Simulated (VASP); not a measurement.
OSZICAR of a VASP run on TiC (rock salt):

File OSZICAR:
```
       N       E                     dE             d eps       ncg     rms          rms(c)
DAV:   1     0.128833408095E+03    0.12883E+03   -0.93908E+03  2880   0.183E+03
DAV:   2    -0.142285723178E+02   -0.14306E+03   -0.13608E+03  3008   0.410E+02
DAV:   3    -0.245321055228E+02   -0.10304E+02   -0.98736E+01  3844   0.102E+02
DAV:   4    -0.250271314968E+02   -0.49503E+00   -0.49427E+00  3672   0.212E+01
DAV:   5    -0.250456258413E+02   -0.18494E-01   -0.18493E-01  3924   0.350E+00    0.204E+01
DAV:   6    -0.202522004573E+02    0.47934E+01   -0.27991E+01  3368   0.706E+01    0.660E+00
DAV:   7    -0.198058725038E+02    0.44633E+00   -0.35275E+00  3268   0.254E+01    0.548E+00
DAV:   8    -0.197774246962E+02    0.28448E-01   -0.23299E-01  3028   0.710E+00    0.160E+00
DAV:   9    -0.197851048428E+02   -0.76801E-02   -0.45649E-02  3612   0.205E+00    0.938E-01
DAV:  10    -0.197809835743E+02    0.41213E-02   -0.18674E-02  3300   0.222E+00    0.236E-01
DAV:  11    -0.197808405038E+02    0.14307E-03   -0.10159E-03  3432   0.328E-01    0.476E-02
DAV:  12    -0.197807927414E+02    0.47762E-04   -0.10321E-04  3112   0.161E-01    0.137E-02
DAV:  13    -0.197807882775E+02    0.44639E-05   -0.11823E-05  3780   0.546E-02    0.305E-03
DAV:  14    -0.197807883490E+02   -0.71515E-07   -0.29917E-07  1640   0.743E-03
   1 F= -.17395114E+02 E0= -.17395086E+02  d E =-.173951E+02
       N       E                     dE             d eps       ncg     rms          rms(c)
DAV:   1    -0.207446927631E+02   -0.96390E+00   -0.29664E+01  2944   0.891E+01    0.116E+01
DAV:   2    -0.196206710222E+02    0.11240E+01   -0.39298E+00  3080   0.356E+01    0.286E+00
DAV:   3    -0.194914922971E+02    0.12918E+00   -0.59992E-01  3368   0.708E+00    0.105E+00
DAV:   4    -0.195015088588E+02   -0.10017E-01   -0.23958E-01  3296   0.502E+00    0.750E-01
DAV:   5    -0.195211217495E+02   -0.19613E-01   -0.28092E-02  3444   0.195E+00    0.214E-01
DAV:   6    -0.195303781795E+02   -0.92564E-02   -0.23200E-02  4120   0.944E-01    0.267E-01
DAV:   7    -0.195314650812E+02   -0.10869E-02   -0.31284E-03  3160   0.620E-01    0.498E-02
DAV:   8    -0.195314425412E+02    0.22540E-04   -0.35563E-04  3224   0.215E-01    0.397E-02
DAV:   9    -0.195314906479E+02   -0.48107E-04   -0.39519E-05  3224   0.659E-02    0.883E-03
DAV:  10    -0.195314980881E+02   -0.74403E-05   -0.26405E-05  4140   0.277E-02    0.859E-03
DAV:  11    -0.195314982607E+02   -0.17255E-06   -0.75534E-07  1884   0.102E-02
   2 F= -.17347167E+02 E0= -.17347192E+02  d E =0.479472E-01
       N       E                     dE             d eps       ncg     rms          rms(c)
DAV:   1    -0.202955884171E+02   -0.76409E+00   -0.13141E+01  2932   0.631E+01    0.829E+00
DAV:   2    -0.198050425771E+02    0.49055E+00   -0.30926E+00  3168   0.279E+01    0.216E+00
DAV:   3    -0.197036173686E+02    0.10143E+00   -0.42754E-01  3364   0.761E+00    0.809E-01
DAV:   4    -0.197113838727E+02   -0.77665E-02   -0.12366E-01  3176   0.337E+00    0.503E-01
DAV:   5    -0.197249458238E+02   -0.13562E-01   -0.19039E-02  3948   0.111E+00    0.202E-01
DAV:   6    -0.197276953971E+02   -0.27496E-02   -0.69806E-03  4036   0.512E-01    0.122E-01
DAV:   7    -0.197279389112E+02   -0.24351E-03   -0.12850E-03  3628   0.309E-01    0.730E-02
DAV:   8    -0.197279152220E+02    0.23689E-04   -0.19791E-04  2996   0.161E-01    0.165E-02
DAV:   9    -0.197279298991E+02   -0.14677E-04   -0.11856E-05  3408   0.347E-02    0.869E-03
DAV:  10    -0.197279306748E+02   -0.77565E-06   -0.11482E-05  3352   0.169E-02    0.770E-03
DAV:  11    -0.197279308436E+02   -0.16887E-06   -0.12202E-06  2332   0.139E-02
   3 F= -.17413871E+02 E0= -.17413882E+02  d E =-.187574E-01
```

Question: Which electronic solver shows in the log?

Answer: It is blocked Davidson (ALGO = Normal, or the opening steps of other solvers). The INCAR had ALGO = Normal.

Question: Can the final energy be trusted as converged?

Answer: Self-consistency was reached. It stopped with EDIFF = 1E-6, NELM = 100, NSW = 40 and EDIFFG = -0.02 after 3 ionic steps (PBEsol GGA, plane waves, VASP's PBE PAW potentials (set 64)). Energy and stress use the plane-wave basis of the starting cell.

The compound is TiC in the rock salt structure. This run relaxes it under an external pressure of 20 GPa. Symmetry was kept, so distortions that lower it aren't found.
